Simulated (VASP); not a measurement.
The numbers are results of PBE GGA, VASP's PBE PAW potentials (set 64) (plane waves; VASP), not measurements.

A VASP calculation is set up with these files.

File KPOINTS:
```
Automatic mesh
0
gamma
  11 11 11
0 0 0
```

### POSCAR
```
TiCo
1
    2.9900000000     0.0000000000     0.0000000000
    0.0000000000     2.9900000000     0.0000000000
    0.0000000000     0.0000000000     2.9900000000
Ti Co
1 1
Direct
  0.0000000000   0.0000000000   0.0000000000
  0.5000000000   0.5000000000   0.5000000000
```

**INCAR**
```
! general
SYSTEM  = TiCo
PREC    = Accurate
ENCUT   = 400
LREAL   = .FALSE.
LASPH   = .TRUE.

! electronic loop
EDIFF   = 1E-6
NELM    = 100
ALGO    = Normal
IMIX    = 1
AMIX    = 1.0
BMIX    = 0.0001
LMAXMIX = 4

! smearing
ISMEAR  = 1
SIGMA   = 0.1

! functional
GGA     = PE

! ions
ISIF    = 2

! output
LWAVE   = .FALSE.
LCHARG  = .FALSE.
```

POTCAR, in this order: Ti_sv Co (PBE.64 set). Program: vasp_std.

The resulting files:

**OSZICAR**
```
...
DAV:  12    -0.310989275352E+04   -0.28012E+03   -0.47654E+04  2492   0.140E+03    0.589E+02
DAV:  13    -0.271339532331E+04    0.39650E+03   -0.40730E+04  2974   0.815E+02    0.586E+02
DAV:  14    -0.303157943074E+04   -0.31818E+03   -0.46328E+04  2500   0.136E+03    0.594E+02
DAV:  15    -0.272627439366E+04    0.30531E+03   -0.41059E+04  2950   0.835E+02    0.594E+02
DAV:  16    -0.296702611566E+04   -0.24075E+03   -0.45125E+04  2512   0.132E+03    0.593E+02
DAV:  17    -0.275464029705E+04    0.21239E+03   -0.41225E+04  2986   0.831E+02    0.595E+02
DAV:  18    -0.306463186887E+04   -0.30999E+03   -0.46984E+04  2476   0.139E+03    0.581E+02
DAV:  19    -0.270168966138E+04    0.36294E+03   -0.40519E+04  2950   0.814E+02    0.582E+02
DAV:  20    -0.301402145724E+04   -0.31233E+03   -0.46083E+04  2476   0.135E+03    0.580E+02
DAV:  21    -0.271993446581E+04    0.29409E+03   -0.40744E+04  2890   0.811E+02    0.580E+02
DAV:  22    -0.301940041436E+04   -0.29947E+03   -0.46120E+04  2482   0.136E+03    0.586E+02
DAV:  23    -0.274027587006E+04    0.27912E+03   -0.40961E+04  2986   0.825E+02    0.589E+02
DAV:  24    -0.307274911163E+04   -0.33247E+03   -0.47133E+04  2482   0.138E+03    0.587E+02
DAV:  25    -0.272470486562E+04    0.34804E+03   -0.40738E+04  2950   0.818E+02    0.587E+02
DAV:  26    -0.308759292346E+04   -0.36289E+03   -0.47429E+04  2470   0.139E+03    0.583E+02
DAV:  27    -0.268694859038E+04    0.40064E+03   -0.40267E+04  2896   0.809E+02    0.583E+02
DAV:  28    -0.296024685235E+04   -0.27330E+03   -0.45110E+04  2494   0.133E+03    0.593E+02
DAV:  29    -0.274416970185E+04    0.21608E+03   -0.40941E+04  2992   0.828E+02    0.591E+02
DAV:  30    -0.312502913700E+04   -0.38086E+03   -0.48080E+04  2482   0.143E+03    0.583E+02
DAV:  31    -0.268053301635E+04    0.44450E+03   -0.40264E+04  2866   0.812E+02    0.582E+02
DAV:  32    -0.297908583200E+04   -0.29855E+03   -0.45481E+04  2488   0.134E+03    0.582E+02
DAV:  33    -0.273631021832E+04    0.24278E+03   -0.40802E+04  2962   0.816E+02    0.583E+02
DAV:  34    -0.309949053009E+04   -0.36318E+03   -0.47532E+04  2482   0.141E+03    0.585E+02
DAV:  35    -0.272351740564E+04    0.37597E+03   -0.40684E+04  2992   0.818E+02    0.588E+02
DAV:  36    -0.307908261019E+04   -0.35557E+03   -0.47265E+04  2488   0.139E+03    0.592E+02
DAV:  37    -0.269421795165E+04    0.38486E+03   -0.40551E+04  2884   0.821E+02    0.587E+02
DAV:  38    -0.293830510908E+04   -0.24409E+03   -0.44682E+04  2500   0.132E+03    0.592E+02
DAV:  39    -0.275349839130E+04    0.18481E+03   -0.41098E+04  3028   0.830E+02    0.595E+02
DAV:  40    -0.310112353915E+04   -0.34763E+03   -0.47637E+04  2488   0.139E+03    0.583E+02
DAV:  41    -0.267701944340E+04    0.42410E+03   -0.40245E+04  2884   0.805E+02    0.578E+02
DAV:  42    -0.293884180735E+04   -0.26182E+03   -0.44745E+04  2500   0.132E+03    0.580E+02
DAV:  43    -0.275552833561E+04    0.18331E+03   -0.40992E+04  3016   0.820E+02    0.587E+02
DAV:  44    -0.317798585560E+04   -0.42246E+03   -0.49010E+04  2470   0.145E+03    0.585E+02
DAV:  45    -0.268881572282E+04    0.48917E+03   -0.40307E+04  2896   0.809E+02    0.581E+02
DAV:  46    -0.300445683788E+04   -0.31564E+03   -0.45840E+04  2488   0.135E+03    0.589E+02
DAV:  47    -0.273176178340E+04    0.27270E+03   -0.40910E+04  2968   0.820E+02    0.588E+02
DAV:  48    -0.304280908409E+04   -0.31105E+03   -0.46574E+04  2482   0.138E+03    0.581E+02
DAV:  49    -0.271763624080E+04    0.32517E+03   -0.40633E+04  2950   0.813E+02    0.583E+02
DAV:  50    -0.305177301753E+04   -0.33414E+03   -0.46784E+04  2482   0.138E+03    0.585E+02
DAV:  51    -0.269763205102E+04    0.35414E+03   -0.40307E+04  2896   0.814E+02    0.584E+02
DAV:  52    -0.301651259386E+04   -0.31888E+03   -0.46047E+04  2494   0.137E+03    0.586E+02
DAV:  53    -0.274006142321E+04    0.27645E+03   -0.40964E+04  2962   0.819E+02    0.587E+02
DAV:  54    -0.308356888398E+04   -0.34351E+03   -0.47298E+04  2482   0.139E+03    0.586E+02
DAV:  55    -0.270862615253E+04    0.37494E+03   -0.40628E+04  2938   0.815E+02    0.582E+02
DAV:  56    -0.303861666394E+04   -0.32999E+03   -0.46410E+04  2488   0.137E+03    0.583E+02
DAV:  57    -0.273148278876E+04    0.30713E+03   -0.40990E+04  2890   0.816E+02    0.582E+02
DAV:  58    -0.300799442670E+04   -0.27651E+03   -0.45983E+04  2476   0.137E+03    0.583E+02
DAV:  59    -0.271306737669E+04    0.29493E+03   -0.40661E+04  2968   0.820E+02    0.584E+02
DAV:  60    -0.300285319948E+04   -0.28979E+03   -0.45790E+04  2500   0.136E+03    0.593E+02
DAV:  61    -0.274737359872E+04    0.25548E+03   -0.41222E+04  2950   0.831E+02    0.593E+02
DAV:  62    -0.303686481075E+04   -0.28949E+03   -0.46492E+04  2476   0.136E+03    0.582E+02
DAV:  63    -0.272935412675E+04    0.30751E+03   -0.40727E+04  2950   0.816E+02    0.585E+02
DAV:  64    -0.305408861278E+04   -0.32473E+03   -0.46721E+04  2482   0.137E+03    0.587E+02
DAV:  65    -0.272785227396E+04    0.32624E+03   -0.40898E+04  2938   0.821E+02    0.587E+02
DAV:  66    -0.303364883757E+04   -0.30580E+03   -0.46453E+04  2462   0.137E+03    0.582E+02
DAV:  67    -0.270114822762E+04    0.33250E+03   -0.40472E+04  2896   0.815E+02    0.581E+02
DAV:  68    -0.300242931464E+04   -0.30128E+03   -0.45836E+04  2500   0.135E+03    0.591E+02
DAV:  69    -0.274988706290E+04    0.25254E+03   -0.41147E+04  2974   0.827E+02    0.592E+02
DAV:  70    -0.309914262223E+04   -0.34926E+03   -0.47572E+04  2480   0.140E+03    0.588E+02
DAV:  71    -0.266336171755E+04    0.43578E+03   -0.40194E+04  2842   0.814E+02    0.582E+02
DAV:  72    -0.288145557485E+04   -0.21809E+03   -0.43664E+04  2518   0.130E+03    0.592E+02
DAV:  73    -0.277910961753E+04    0.10235E+03   -0.41450E+04  3004   0.837E+02    0.595E+02
DAV:  74    -0.310191252613E+04   -0.32280E+03   -0.47561E+04  2476   0.140E+03    0.583E+02
DAV:  75    -0.272046117129E+04    0.38145E+03   -0.40699E+04  2962   0.813E+02    0.588E+02
DAV:  76    -0.307623589879E+04   -0.35577E+03   -0.47300E+04  2482   0.138E+03    0.589E+02
DAV:  77    -0.269689314975E+04    0.37934E+03   -0.40433E+04  2902   0.817E+02    0.587E+02
DAV:  78    -0.300229010338E+04   -0.30540E+03   -0.45916E+04  2476   0.135E+03    0.580E+02
DAV:  79    -0.270441106614E+04    0.29788E+03   -0.40586E+04  2920   0.808E+02    0.574E+02
DAV:  80    -0.299117519852E+04   -0.28676E+03   -0.45667E+04  2476   0.136E+03    0.582E+02
DAV:  81    -0.273809205392E+04    0.25308E+03   -0.40822E+04  2938   0.825E+02    0.589E+02
DAV:  82    -0.311581928815E+04   -0.37773E+03   -0.47884E+04  2482   0.141E+03    0.588E+02
DAV:  83    -0.270420491563E+04    0.41161E+03   -0.40539E+04  2920   0.816E+02    0.584E+02
DAV:  84    -0.301570575770E+04   -0.31150E+03   -0.46162E+04  2476   0.136E+03    0.583E+02
DAV:  85    -0.270100475025E+04    0.31470E+03   -0.40494E+04  2896   0.813E+02    0.579E+02
DAV:  86    -0.300053570606E+04   -0.29953E+03   -0.45774E+04  2488   0.136E+03    0.585E+02
DAV:  87    -0.274282179956E+04    0.25771E+03   -0.40896E+04  2950   0.825E+02    0.590E+02
DAV:  88    -0.310410388749E+04   -0.36128E+03   -0.47691E+04  2476   0.142E+03    0.585E+02
DAV:  89    -0.270000039419E+04    0.40410E+03   -0.40548E+04  2884   0.817E+02    0.583E+02
DAV:  90    -0.299817636769E+04   -0.29818E+03   -0.45793E+04  2488   0.134E+03    0.588E+02
DAV:  91    -0.272400151905E+04    0.27417E+03   -0.40814E+04  2950   0.822E+02    0.587E+02
DAV:  92    -0.299601214976E+04   -0.27201E+03   -0.45729E+04  2482   0.136E+03    0.584E+02
DAV:  93    -0.273309243113E+04    0.26292E+03   -0.40895E+04  2956   0.819E+02    0.587E+02
DAV:  94    -0.305464051625E+04   -0.32155E+03   -0.46844E+04  2470   0.138E+03    0.585E+02
DAV:  95    -0.270802730717E+04    0.34661E+03   -0.40532E+04  2866   0.815E+02    0.584E+02
DAV:  96    -0.301938047600E+04   -0.31135E+03   -0.46094E+04  2464   0.136E+03    0.576E+02
DAV:  97    -0.272266103577E+04    0.29672E+03   -0.40751E+04  2950   0.809E+02    0.576E+02
DAV:  98    -0.303953569906E+04   -0.31687E+03   -0.46594E+04  2482   0.137E+03    0.583E+02
DAV:  99    -0.272572085076E+04    0.31381E+03   -0.40678E+04  2944   0.816E+02    0.585E+02
DAV: 100    -0.309404475474E+04   -0.36832E+03   -0.47498E+04  2482   0.141E+03
   1 F= -.30940448E+04 E0= -.30940445E+04  d E =-.709862E-03
```

### OUTCAR
```
------------------------ aborting loop EDIFF was not reached (unconverged)  ----------------------------
  FORCE on cell =-STRESS in cart. coord.  units (eV):
  Direction    XX          YY          ZZ          XY          YZ          ZX
  --------------------------------------------------------------------------------------
  Total     1083.1591986   1083.1591986   1083.1591986     -0.0000000     -0.0000000      0.0000000
  in kB    64921.6142278  64921.6142278  64921.6142278     -0.0000000     -0.0000000      0.0000000
  external PRESSURE =   64921.6142278 kB  Pullay stress =       0.0000000 kB
  volume of cell :       26.73
      direct lattice vectors                 reciprocal lattice vectors
     2.990000000  0.000000000  0.000000000     0.334448161  0.000000000  0.000000000
     0.000000000  2.990000000  0.000000000     0.000000000  0.334448161  0.000000000
     0.000000000  0.000000000  2.990000000     0.000000000  0.000000000  0.334448161
 POSITION                                       TOTAL-FORCE (eV/Angst)
 -----------------------------------------------------------------------------------
      0.00000      0.00000      0.00000         0.000000      0.000000      0.000000
      1.49500      1.49500      1.49500         0.000000      0.000000      0.000000
 -----------------------------------------------------------------------------------
    total drift:                               -0.000000      0.000000      0.000000
  FREE ENERGIE OF THE ION-ELECTRON SYSTEM (eV)
  ---------------------------------------------------
  free  energy   TOTEN  =     -3094.0447547396 eV

  energy  without entropy=    -3094.0440448776  energy(sigma->0) =    -3094.04451812
```
(Selected blocks of OUTCAR.)

**stdout**
```
...
DAV:  81    -0.273809205392E+04    0.25308E+03   -0.40822E+04  2938   0.825E+02    0.589E+02
DAV:  82    -0.311581928815E+04   -0.37773E+03   -0.47884E+04  2482   0.141E+03    0.588E+02
DAV:  83    -0.270420491563E+04    0.41161E+03   -0.40539E+04  2920   0.816E+02    0.584E+02
DAV:  84    -0.301570575770E+04   -0.31150E+03   -0.46162E+04  2476   0.136E+03    0.583E+02
DAV:  85    -0.270100475025E+04    0.31470E+03   -0.40494E+04  2896   0.813E+02    0.579E+02
DAV:  86    -0.300053570606E+04   -0.29953E+03   -0.45774E+04  2488   0.136E+03    0.585E+02
DAV:  87    -0.274282179956E+04    0.25771E+03   -0.40896E+04  2950   0.825E+02    0.590E+02
DAV:  88    -0.310410388749E+04   -0.36128E+03   -0.47691E+04  2476   0.142E+03    0.585E+02
DAV:  89    -0.270000039419E+04    0.40410E+03   -0.40548E+04  2884   0.817E+02    0.583E+02
DAV:  90    -0.299817636769E+04   -0.29818E+03   -0.45793E+04  2488   0.134E+03    0.588E+02
DAV:  91    -0.272400151905E+04    0.27417E+03   -0.40814E+04  2950   0.822E+02    0.587E+02
DAV:  92    -0.299601214976E+04   -0.27201E+03   -0.45729E+04  2482   0.136E+03    0.584E+02
DAV:  93    -0.273309243113E+04    0.26292E+03   -0.40895E+04  2956   0.819E+02    0.587E+02
DAV:  94    -0.305464051625E+04   -0.32155E+03   -0.46844E+04  2470   0.138E+03    0.585E+02
DAV:  95    -0.270802730717E+04    0.34661E+03   -0.40532E+04  2866   0.815E+02    0.584E+02
DAV:  96    -0.301938047600E+04   -0.31135E+03   -0.46094E+04  2464   0.136E+03    0.576E+02
DAV:  97    -0.272266103577E+04    0.29672E+03   -0.40751E+04  2950   0.809E+02    0.576E+02
DAV:  98    -0.303953569906E+04   -0.31687E+03   -0.46594E+04  2482   0.137E+03    0.583E+02
DAV:  99    -0.272572085076E+04    0.31381E+03   -0.40678E+04  2944   0.816E+02    0.585E+02
DAV: 100    -0.309404475474E+04   -0.36832E+03   -0.47498E+04  2482   0.141E+03

 -----------------------------------------------------------------------------
|                                                                             |
|           W    W    AA    RRRRR   N    N  II  N    N   GGGG   !!!           |
|           W    W   A  A   R    R  NN   N  II  NN   N  G    G  !!!           |
|           W    W  A    A  R    R  N N  N  II  N N  N  G       !!!           |
|           W WW W  AAAAAA  RRRRR   N  N N  II  N  N N  G  GGG   !            |
|           WW  WW  A    A  R   R   N   NN  II  N   NN  G    G                |
|           W    W  A    A  R    R  N    N  II  N    N   GGGG   !!!           |
|                                                                             |
|     The electronic self-consistency was not achieved in the given           |
|     number of steps (NELM). The forces and other quantities evaluated       |
|     might not be reliable so examine the results carefully. If you find     |
|     spurious results, we suggest increasing NELM, if you were close to      |
|     convergence or switching to a different ALGO or adjusting the           |
|     density mixing parameters otherwise.                                    |
|                                                                             |
 -----------------------------------------------------------------------------

   1 F= -.30940448E+04 E0= -.30940445E+04  d E =-.709862E-03
```

The run did not converge; its last values are not results.

The compound is TiCo in the CsCl type structure. The cell was not relaxed at this level. The run is one of a series of settings (AMIX = 1.0, BMIX = 0.0001, IMIX = 1 against the base run), some of them coarse on purpose. The run is not spin-polarised, so no magnetic state was tried. The electron count is odd and the run is not spin-polarised, which forces a metal.
